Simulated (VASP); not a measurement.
# Al15NiN16 (a cell with a defect) in VASP: single point with PBEsol+U

Aim: the single point of Al15NiN16 (a cell with a defect) with PBEsol+U.

Program: VASP 6.6.1. These are calculated values, not measurements. Logs are shortened: lines on timing, memory, paths and dates and some standing lists are left out, and cuts for length are marked.

**1. The crystal as given**

The cell holds a defect, 32 atoms: a = 6.220 Å, b = 6.220 Å, c = 9.960 Å, α = 90.00°, β = 90.00°, γ = 120.00°.

**2. Single point, PBEsol+U**

INCAR reads:

```
PREC     = Accurate       # precision mode
ENCUT    = 450            # plane-wave cutoff, eV
EDIFF    = 1E-5           # SCF threshold, eV
ISMEAR   = 0              # smearing method
SIGMA    = 0.03           # smearing width, eV
LREAL    = Auto         
LASPH    = True           # aspherical terms in the spheres
NELM     = 120            # most SCF steps
ALGO     = Normal         # electronic algorithm
ISIF     = 2              # what is computed and relaxed
LWAVE    = False          # write WAVECAR
LCHARG   = False          # write CHGCAR
LMAXMIX  = 4              # l up to which the mixer works
LDAU     = True           # DFT+U
LDAUTYPE = 2            
LDAUL    = 2 -1 -1        # shell
LDAUU    = 5 0 0          # U, eV
LDAUJ    = 0 0 0        
LDAUPRINT= 1            
GGA      = PS             # functional
LORBIT   = 11             # projections on sites
KPAR     = 4
```

KPOINTS reads:

```
Automatic mesh
0
Gamma
  3 3 2
```

POSCAR reads:

```
Al15NiN16
1.0
    6.2200008610      0.0000000000      0.0000000000
   -3.1100004305      5.3866787572      0.0000000000
    0.0000000000      0.0000000000      9.9600000000
Ni Al N
1 15 16
Direct
    0.3333333333      0.1666666667      0.0000000000
    0.3333333333      0.1666666667      0.5000000000
    0.3333333333      0.6666666667      0.0000000000
    0.3333333333      0.6666666667      0.5000000000
    0.8333333333      0.1666666667      0.0000000000
    0.8333333333      0.1666666667      0.5000000000
    0.8333333333      0.6666666667      0.0000000000
    0.8333333333      0.6666666667      0.5000000000
    0.1666666667      0.3333333333      0.2500000000
    0.1666666667      0.3333333333      0.7500000000
    0.1666666667      0.8333333333      0.2500000000
    0.1666666667      0.8333333333      0.7500000000
    0.6666666667      0.3333333333      0.2500000000
    0.6666666667      0.3333333333      0.7500000000
    0.6666666667      0.8333333333      0.2500000000
    0.6666666667      0.8333333333      0.7500000000
    0.3333333333      0.1666666667      0.1910000000
    0.3333333333      0.1666666667      0.6910000000
    0.3333333333      0.6666666667      0.1910000000
    0.3333333333      0.6666666667      0.6910000000
    0.8333333333      0.1666666667      0.1910000000
    0.8333333333      0.1666666667      0.6910000000
    0.8333333333      0.6666666667      0.1910000000
    0.8333333333      0.6666666667      0.6910000000
    0.1666666667      0.3333333333      0.4410000000
    0.1666666667      0.3333333333      0.9410000000
    0.1666666667      0.8333333333      0.4410000000
    0.1666666667      0.8333333333      0.9410000000
    0.6666666667      0.3333333333      0.4410000000
    0.6666666667      0.3333333333      0.9410000000
    0.6666666667      0.8333333333      0.4410000000
    0.6666666667      0.8333333333      0.9410000000
```

Potentials or basis: VASP PAW PBE potentials, release 64 (Ni, Al, N).

On the command line:

```sh
cat potpaw_PBE.64/Ni/POTCAR potpaw_PBE.64/Al/POTCAR potpaw_PBE.64/N/POTCAR > POTCAR
mpirun -np 8 vasp_std > vasp.out
```

OUTCAR:

```text
PREC = Accurate
   ENCUT = 450
   EDIFF = 1E-5
   ISMEAR = 0
   LREAL = Auto
   LASPH = True
   NELM = 120
   ISIF = 2
   GGA = PS
   LORBIT = 11

 ion  position               nearest neighbor table
   1  0.333  0.167  0.000-  26 1.89  30 1.89  28 1.89  17 1.90   9 3.07  10 3.07  13 3.07  14 3.07
                            11 3.07  12 3.07   5 3.11   5 3.11   7 3.11   3 3.11   3 3.11   7 3.11
   2  0.333  0.167  0.500-  25 1.89  29 1.89  27 1.89  18 1.90   9 3.07  10 3.07  13 3.07  14 3.07
                            11 3.07  12 3.07   6 3.11   6 3.11   8 3.11   4 3.11   4 3.11   8 3.11
   3  0.333  0.667  0.000-  28 1.89  32 1.89  26 1.89  19 1.90  11 3.07  12 3.07  15 3.07  16 3.07
                             9 3.07  10 3.07   7 3.11   7 3.11   1 3.11   1 3.11   5 3.11   5 3.11
   4  0.333  0.667  0.500-  27 1.89  31 1.89  25 1.89  20 1.90  11 3.07  12 3.07  15 3.07  16 3.07
                             9 3.07  10 3.07   8 3.11   8 3.11   2 3.11   2 3.11   6 3.11   6 3.11
   5  0.833  0.167  0.000-  30 1.89  26 1.89  32 1.89  21 1.90  13 3.07  14 3.07   9 3.07  10 3.07
                            15 3.07  16 3.07   1 3.11   1 3.11   7 3.11   7 3.11   3 3.11   3 3.11
   6  0.833  0.167  0.500-  29 1.89  25 1.89  31 1.89  22 1.90  13 3.07  14 3.07   9 3.07  10 3.07
                            15 3.07  16 3.07   2 3.11   2 3.11   8 3.11   8 3.11   4 3.11   4 3.11
   7  0.833  0.667  0.000-  32 1.89  28 1.89  30 1.89  23 1.90  15 3.07  16 3.07  11 3.07  12 3.07
                            13 3.07  14 3.07   3 3.11   3 3.11   5 3.11   5 3.11   1 3.11   1 3.11
   8  0.833  0.667  0.500-  31 1.89  27 1.89  29 1.89  24 1.90  15 3.07  16 3.07  11 3.07  12 3.07
                            13 3.07  14 3.07   4 3.11   4 3.11   6 3.11   6 3.11   2 3.11   2 3.11
   9  0.167  0.333  0.250-  17 1.89  21 1.89  19 1.89  25 1.90   1 3.07   2 3.07   5 3.07   6 3.07
[... 17 lines left out ...]
  19  0.333  0.667  0.191-  11 1.89  15 1.89   9 1.89   3 1.90
  20  0.333  0.667  0.691-  12 1.89  16 1.89  10 1.89   4 1.90
  21  0.833  0.167  0.191-  13 1.89   9 1.89  15 1.89   5 1.90
  22  0.833  0.167  0.691-  14 1.89  10 1.89  16 1.89   6 1.90
[... 8 lines left out ...]
  31  0.667  0.833  0.441-   8 1.89   4 1.89   6 1.89  15 1.90
  32  0.667  0.833  0.941-   7 1.89   3 1.89   5 1.89  16 1.90

  LATTYP: Found a hexagonal cell.
 ALAT       =     6.2200008610
 C/A-ratio  =     1.6012859520

  Lattice vectors:

 A1 = (   6.2200008610,   0.0000000000,   0.0000000000)
 A2 = (  -3.1100004305,   5.3866787572,   0.0000000000)
 A3 = (   0.0000000000,   0.0000000000,   9.9600000000)

Analysis of symmetry for initial positions (statically):
=====================================================================
 Subroutine PRICEL returns:
 Original cell was already a primitive cell.

 Routine SETGRP: Setting up the symmetry group for a
 hexagonal supercell.

 Subroutine GETGRP returns: Found  6 space group operations
 (whereof  2 operations were pure point group operations)
 out of a pool of 24 trial point group operations.

The static configuration has the point symmetry C_1h.
 The point group associated with its full space group is C_3v.

Analysis of symmetry for dynamics (positions and initial velocities):
=====================================================================
 Subroutine PRICEL returns:
 Original cell was already a primitive cell.

 Routine SETGRP: Setting up the symmetry group for a
 hexagonal supercell.

 Subroutine GETGRP returns: Found  6 space group operations
 (whereof  2 operations were pure point group operations)
 out of a pool of 24 trial point group operations.

The dynamic configuration has the point symmetry C_1h.
 The point group associated with its full space group is C_3v.

 Subroutine INISYM returns: Found  6 space group operations
 (whereof  2 operations are pure point group operations),
 and found     1 'primitive' translations

----------------------------------------------------------------------------------------

                                     Primitive cell

  volume of cell :     333.7113

[... 145 lines left out ...]
   EFERMI_NEDOS =   21; number of points for ismear=-14 and -15
   IALGO  =     38    algorithm
   IMIX   =      4    mixing-type and parameters
     AMIX     =   0.40;   BMIX     =  1.00
     AMIX_MAG =   1.60;   BMIX_MAG =  1.00
  volume/ion in A,a.u.               =      10.43        70.37
  Fermi-wavevector in a.u.,A,eV,Ry     =   1.210772  2.288028 19.945726  1.465969
  Thomas-Fermi vector in A             =   2.346309
   LORBIT       =     11    0 simple, 1 ext, 2 COOP (PROOUT), +10 PAW based schemes
 LDA+U is selected, type is set to LDAUTYPE =  2
   angular momentum for each species LDAUL =     2   -1   -1
   U (eV)           for each species LDAUU =   5.0  0.0  0.0
   J (eV)           for each species LDAUJ =   0.0  0.0  0.0
   GGA     = PS    functional components
   LHFCALC =     F    Hartree Fock is set to
   AEXX    =    0.0000 exact exchange contribution
   IVDW    =     0    specifies the selected vdW correction
   LEPSILON=     F    determine dielectric tensor
   LRPA    =     F    only Hartree local field effects (RPA)
 non-spin polarized calculation
 Gauss-broadening in eV      SIGMA  =   0.03
  energy-cutoff  :      450.00
  volume of cell :      333.71
 maximum number of plane-waves:      7283
 NGX is ok and might be reduce to    48
   NGX = 21   NGY = 21   NGZ = 35

atom =   1  type =  1  l = 2

 onsite density matrix

spin component  1

  0.8567 -0.0000  0.0000  0.0729 -0.0000
 -0.0000  0.9350  0.0000  0.0000  0.0729
  0.0000  0.0000  0.6937 -0.0000  0.0000
  0.0729  0.0000 -0.0000  0.9350  0.0000
 -0.0000  0.0729  0.0000  0.0000  0.8567

spin component  2

  0.8567 -0.0000  0.0000  0.0729 -0.0000
 -0.0000  0.9350  0.0000  0.0000  0.0729
  0.0000  0.0000  0.6937 -0.0000  0.0000
  0.0729  0.0000 -0.0000  0.9350  0.0000
 -0.0000  0.0729  0.0000  0.0000  0.8567

 occupancies and eigenvectors

  o =  0.6937  v =  0.0000  0.0000  1.0000  0.0000 -0.0000  0.0000  0.0000  0.0000  0.0000  0.0000      0.0000  0.0000  0.0000  0.0000  0.0000  0.0000  0.0000  0.0000  0.0000  0.0000
  o =  0.6937  v =  0.0000  0.0000  0.0000  0.0000  0.0000  0.0000  0.0000  1.0000  0.0000 -0.0000      0.0000  0.0000  0.0000  0.0000  0.0000  0.0000  0.0000  0.0000  0.0000  0.0000
  o =  0.8132  v =  0.0000  0.0000  0.0000  0.0000  0.0000 -0.8582 -0.0000  0.0000  0.5133 -0.0000      0.0000  0.0000  0.0000  0.0000  0.0000  0.0000  0.0000  0.0000  0.0000  0.0000
  o =  0.8132  v = -0.8582 -0.0000  0.0000  0.5133 -0.0000  0.0000  0.0000  0.0000  0.0000  0.0000      0.0000  0.0000  0.0000  0.0000  0.0000  0.0000  0.0000  0.0000  0.0000  0.0000
  o =  0.8132  v =  0.0000  0.0000  0.0000  0.0000  0.0000  0.0000  0.5133 -0.0000  0.0000 -0.8582      0.0000  0.0000  0.0000  0.0000  0.0000  0.0000  0.0000  0.0000  0.0000  0.0000
  o =  0.8132  v =  0.0000  0.5133 -0.0000  0.0000 -0.8582  0.0000  0.0000  0.0000  0.0000  0.0000      0.0000  0.0000  0.0000  0.0000  0.0000  0.0000  0.0000  0.0000  0.0000  0.0000
  o =  0.9786  v =  0.5133 -0.0000  0.0000  0.8582 -0.0000  0.0000  0.0000  0.0000  0.0000  0.0000      0.0000  0.0000  0.0000  0.0000  0.0000  0.0000  0.0000  0.0000  0.0000  0.0000
  o =  0.9786  v =  0.0000  0.0000  0.0000  0.0000  0.0000  0.5133 -0.0000  0.0000  0.8582 -0.0000      0.0000  0.0000  0.0000  0.0000  0.0000  0.0000  0.0000  0.0000  0.0000  0.0000
  o =  0.9786  v =  0.0000 -0.8582 -0.0000 -0.0000 -0.5133  0.0000  0.0000  0.0000  0.0000  0.0000      0.0000  0.0000  0.0000  0.0000  0.0000  0.0000  0.0000  0.0000  0.0000  0.0000
  o =  0.9786  v =  0.0000  0.0000  0.0000  0.0000  0.0000  0.0000 -0.8582 -0.0000 -0.0000 -0.5133      0.0000  0.0000  0.0000  0.0000  0.0000  0.0000  0.0000  0.0000  0.0000  0.0000

 number of electron     134.9999985 magnetization

 Free energy of the ion-electron system (eV)
  ---------------------------------------------------
  ext. energy  EPLUGINS =         0.00000000
  ---------------------------------------------------
  free energy    TOTEN  =      -243.77801036 eV

  energy without entropy =     -243.76441139  energy(sigma->0) =     -243.77121088

 E-fermi :   7.3637     XC(G=0): -11.1710

 val. band max:        7.2920000342   @ k =   0.0000   0.0000   0.0000
 cond. band min:       7.3652342609   @ k =   0.3333   0.0000   0.5000
 fundamental gap:      0.0732342267
 Fermi energy:         7.3636662633

 k-point     1 :       0.0000    0.0000    0.0000
  band No.  band energies     occupation
      1      -9.1737      2.00000
      2      -8.3046      2.00000
      3      -8.2484      2.00000
      4      -7.2334      2.00000
      5      -7.2334      2.00000
      6      -7.1677      2.00000
[... 481 lines left out ...]
     78      13.1242      0.00000
     79      13.1260      0.00000
 [bands above 79 left out]

------------------------ aborting loop because EDIFF is reached ----------------------------------------

  FORCE on cell =-STRESS in cart. coord.  units (eV):
  Direction    XX          YY          ZZ          XY          YZ          ZX
  --------------------------------------------------------------------------------------
  -------------------------------------------------------------------------------------
  Total       -0.9337904     -0.9337904     -1.4256295      0.0000000     -0.0000000     -0.0000000
  in kB       -4.4832103     -4.4832103     -6.8445738      0.0000000     -0.0000000     -0.0000000
  external PRESSURE =      -5.2703315 kB  Pullay stress =       0.0000000 kB

 VOLUME and BASIS-vectors are now :
 -----------------------------------------------------------------------------
  energy-cutoff  :      450.00
  volume of cell :      333.71
      direct lattice vectors                 reciprocal lattice vectors
     6.220000861  0.000000000  0.000000000     0.160771682  0.092821574  0.000000000
    -3.110000430  5.386678757  0.000000000     0.000000000  0.185643148  0.000000000
     0.000000000  0.000000000  9.960000000     0.000000000  0.000000000  0.100401606

 POSITION                                       TOTAL-FORCE (eV/Angst)
 -----------------------------------------------------------------------------------
      1.55500      0.89778      0.00000         0.000000      0.000000     -0.064366
      1.55500      0.89778      4.98000         0.000000      0.000000      0.092220
     -0.00000      3.59112      0.00000         0.301812      0.174251      0.295479
     -0.00000      3.59112      4.98000         0.052073      0.030065     -0.026556
      4.66500      0.89778      0.00000         0.000000     -0.348502      0.295479
      4.66500      0.89778      4.98000        -0.000000     -0.060129     -0.026556
[... 24 lines left out ...]
      1.55500      4.48890      4.39236         0.000000      0.000000      0.037592
      1.55500      4.48890      9.37236         0.000000      0.000000     -0.128834
 -----------------------------------------------------------------------------------
    total drift:                                0.000003     -0.000000      0.030179

  FREE ENERGIE OF THE ION-ELECTRON SYSTEM (eV)
  ---------------------------------------------------
  free  energy   TOTEN  =      -243.7780103644 eV

  energy  without entropy=     -243.7644113947  energy(sigma->0) =     -243.77121088

 total charge

# of ion       s       p       d       tot
------------------------------------------
    1        0.500   0.622   8.516   9.638
    2        0.369   0.444   0.000   0.813
    3        0.372   0.442   0.000   0.814
    4        0.369   0.443   0.000   0.812
    5        0.372   0.442   0.000   0.814
    6        0.369   0.443   0.000   0.812
[... 24 lines left out ...]
   31        1.223   2.614   0.000   3.837
   32        1.222   2.614   0.000   3.837
--------------------------------------------------
tot         25.684  48.738   8.516  82.938
```

Wall time 45 s (8 MPI ranks of AMD EPYC 9R45 (Zen 5), shared host); peak memory 0.32 GiB.

What came out:

```yaml
Free_energy: -243.7780 eV
Largest_force: 0.471 eV/Å
Band_gap_on_the_k_mesh: none (metal or under the smearing width)
Valence_electrons_inside_the_program's_atomic_spheres: Ni 9.64; Al 0.81; N 3.77, 3.84
```

Forces in eV/Å, atoms in the order of the input:
```
Ni   0.000  0.000 -0.064
Al   0.000  0.000  0.092
Al   0.302  0.174  0.295
Al   0.052  0.030 -0.027
Al   0.000 -0.349  0.295
Al   0.000 -0.060 -0.027
Al  -0.302  0.174  0.295
Al  -0.052  0.030 -0.027
Al  -0.165  0.095 -0.273
Al   0.137 -0.079 -0.017
Al   0.000 -0.190 -0.273
Al   0.000  0.158 -0.017
Al   0.165  0.095 -0.273
Al  -0.137 -0.079 -0.017
Al   0.000  0.000 -0.098
Al   0.000  0.000  0.114
N    0.000  0.000  0.139
N    0.000  0.000 -0.171
N   -0.031 -0.018  0.066
N    0.009  0.005 -0.049
N    0.000  0.036  0.066
N    0.000 -0.010 -0.049
N    0.031 -0.018  0.066
N   -0.009  0.005 -0.049
N    0.038 -0.022 -0.012
N   -0.406  0.234  0.042
N    0.000  0.044 -0.012
N    0.000 -0.469  0.042
N   -0.038 -0.022 -0.012
N    0.406  0.234  0.042
N    0.000  0.000  0.038
N    0.000  0.000 -0.129
```

Levels at points of the mesh, in eV from the Fermi level:
```csv
k point,band 64,band 65,band 66,band 67,band 68,band 69,band 70,band 71
"(0.00, 0.00, 0.00)",-1.70,-1.60,-1.60,-0.07,0.17,0.17,2.82,3.85
"(0.00, 0.00, 0.50)",-1.81,-1.55,-1.55,-0.25,0.16,0.16,3.57,3.57
```

Eigenvalues of the final occupation matrices:
```csv
site,spin,trace,eigenvalues
site 1 d,1,4.28,0.69 0.81 0.81 0.98 0.98
site 1 d,2,4.28,0.69 0.81 0.81 0.98 0.98
```

Caveat: the k mesh is coarse (spacing up to 0.39 Å⁻¹), so the values aren't converged; the cutoff is under 1.25 times the usual one of these potentials, so pressure, stress and relaxed cells hold a basis-set (Pulay) error; the PAW data sets were made with another functional, which shifts forces and pressure a little; the run has no spin polarisation, though such a crystal can be magnetic; U without spin polarisation on a metal has little footing. Spin polarisation is off, so any magnetic state and its effect on volume and gap are missing.
